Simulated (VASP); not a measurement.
Level of theory: vdW-DF2, VASP's PBE PAW potentials (set 64) (plane waves; VASP 6.6.1).

Input for VASP

File KPOINTS:
```
Automatic mesh
0
Gamma
16 16 16
0 0 0
```

File POSCAR:
```
Ni
1
    0.0000000000     1.8039343604     1.8039343604
    1.8039343604     0.0000000000     1.8039343604
    1.8039343604     1.8039343604     0.0000000000
Ni
1
Direct
  0.0000000000   0.0000000000   0.0000000000
```

INCAR:
```
! general
SYSTEM   = Ni
PREC     = Accurate
ENCUT    = 520   ! plane-wave cut-off (eV)
LREAL    = .FALSE.   ! projection in real space or not
LASPH    = .TRUE.   ! aspherical one-centre terms

! electronic loop
EDIFF    = 1E-6   ! SCF stop (eV)
NELM     = 100
ALGO     = Normal   ! blocked Davidson
LMAXMIX  = 4   ! l cut-off of mixed one-centre charges

! smearing
ISMEAR   = 1   ! Methfessel-Paxton
SIGMA    = 0.1

! functional
GGA      = ML
LUSE_VDW = .TRUE.
AGGAC    = 0.0
ZAB_VDW  = -1.8867

! spin
ISPIN    = 2   ! spin-polarised
MAGMOM   = 0.6

! ions
IBRION   = 2
NSW      = 60
ISIF     = 3
EDIFFG   = -0.01

! output
LWAVE    = .FALSE.
LCHARG   = .FALSE.
LORBIT   = 10
```

POTCAR, in this order: Ni (PBE.64 set). Program: vasp_std.

What VASP printed:

### OSZICAR
```
       N       E                     dE             d eps       ncg     rms          rms(c)
DAV:   1     0.274438159885E+02    0.27444E+02   -0.48402E+03  5268   0.140E+03
DAV:   2    -0.242131406145E+01   -0.29865E+02   -0.28809E+02  5270   0.166E+02
DAV:   3    -0.289284489609E+01   -0.47153E+00   -0.47067E+00  6144   0.282E+01
DAV:   4    -0.289771090415E+01   -0.48660E-02   -0.48656E-02  6096   0.247E+00
DAV:   5    -0.289783582906E+01   -0.12492E-03   -0.12492E-03  6113   0.339E-01    0.828E+00
DAV:   6    -0.247622170310E+01    0.42161E+00   -0.15026E+01  5476   0.615E+01    0.575E+00
DAV:   7    -0.213020190308E+01    0.34602E+00   -0.29243E+00  5504   0.256E+01    0.151E+00
DAV:   8    -0.211893642613E+01    0.11265E-01   -0.15380E-02  6698   0.150E+00    0.758E-01
DAV:   9    -0.211698158717E+01    0.19548E-02   -0.16094E-03  6645   0.445E-01    0.221E-01
DAV:  10    -0.211661277852E+01    0.36881E-03   -0.69023E-04  5680   0.285E-01    0.361E-02
DAV:  11    -0.211663623057E+01   -0.23452E-04   -0.50295E-05  6735   0.794E-02    0.332E-02
DAV:  12    -0.211663837782E+01   -0.21472E-05   -0.19954E-06  5526   0.202E-02    0.148E-02
DAV:  13    -0.211663863256E+01   -0.25474E-06   -0.21983E-06  5436   0.174E-02
   1 F= -.21166386E+01 E0= -.21167428E+01  d E =-.211664E+01  mag=     0.5801
       N       E                     dE             d eps       ncg     rms          rms(c)
DAV:   1    -0.211725202454E+01   -0.61365E-03   -0.95156E-03  5445   0.164E+00    0.214E-01
DAV:   2    -0.211693693734E+01    0.31509E-03   -0.11286E-02  5491   0.159E+00    0.141E-01
DAV:   3    -0.211665581530E+01    0.28112E-03   -0.22130E-03  5430   0.735E-01    0.316E-02
DAV:   4    -0.211664191569E+01    0.13900E-04   -0.90776E-06  6088   0.260E-02    0.181E-02
DAV:   5    -0.211663887430E+01    0.30414E-05   -0.30590E-06  4003   0.122E-02    0.329E-03
DAV:   6    -0.211663852847E+01    0.34583E-06   -0.24426E-07  2680   0.446E-03
   2 F= -.21166385E+01 E0= -.21167415E+01  d E =0.104094E-06  mag=     0.5798
       N       E                     dE             d eps       ncg     rms          rms(c)
DAV:   1    -0.211681187767E+01   -0.17300E-03   -0.25917E-03  5430   0.856E-01    0.111E-01
DAV:   2    -0.211672052885E+01    0.91349E-04   -0.30477E-03  5489   0.825E-01    0.729E-02
DAV:   3    -0.211664452729E+01    0.76002E-04   -0.59406E-04  5423   0.381E-01    0.167E-02
DAV:   4    -0.211664211913E+01    0.24082E-05   -0.26581E-06  5421   0.133E-02    0.931E-03
DAV:   5    -0.211664230705E+01   -0.18792E-06   -0.82062E-07  2684   0.640E-03
   3 F= -.21166423E+01 E0= -.21167460E+01  d E =-.367449E-05  mag=     0.5799
```

OUTCAR:
```
------------------------ aborting loop because EDIFF is reached ----------------------------------------
  FORCE on cell =-STRESS in cart. coord.  units (eV):
  Direction    XX          YY          ZZ          XY          YZ          ZX
  --------------------------------------------------------------------------------------
  Total        0.0023524      0.0023524      0.0023524      0.0000000     -0.0000000      0.0000000
  in kB        0.3212930      0.3212930      0.3212930      0.0000000     -0.0000000      0.0000000
  external PRESSURE =       0.3212930 kB  Pullay stress =       0.0000000 kB
  volume of cell :       11.73
      direct lattice vectors                 reciprocal lattice vectors
     0.000000000  1.803428448  1.803428448    -0.277249702  0.277249702  0.277249702
     1.803428448 -0.000000000  1.803428448     0.277249702 -0.277249702  0.277249702
     1.803428448  1.803428448  0.000000000     0.277249702  0.277249702 -0.277249702
 POSITION                                       TOTAL-FORCE (eV/Angst)
 -----------------------------------------------------------------------------------
      0.00000      0.00000      0.00000         0.000000     -0.000000     -0.000000
 -----------------------------------------------------------------------------------
    total drift:                               -0.000000     -0.000000     -0.000000
  FREE ENERGIE OF THE ION-ELECTRON SYSTEM (eV)
  ---------------------------------------------------
  free  energy   TOTEN  =        -2.1166423071 eV

  energy  without entropy=       -2.1169534765  energy(sigma->0) =       -2.11674603

 total charge

# of ion       s       p       d       tot
------------------------------------------
    1        0.470   0.417   8.356   9.242

 magnetization (x)

# of ion       s       p       d       tot
------------------------------------------
    1       -0.005  -0.020   0.622   0.597

 reached required accuracy - stopping structural energy minimisation
```
(Selected blocks of OUTCAR.)

CONTCAR:
```
Ni
   1.00000000000000
     0.0000000000000000    1.8034284475086226    1.8034284475086226
     1.8034284475086226   -0.0000000000000000    1.8034284475086226
     1.8034284475086226    1.8034284475086226    0.0000000000000000
  Ni
     1
Direct
     0.0000000000000000    0.0000000000000000    0.0000000000000000
```

The compound is Ni in the fcc structure. This run relaxes it. Symmetry was kept, so distortions that lower it aren't found. The start is the result of an earlier pass.
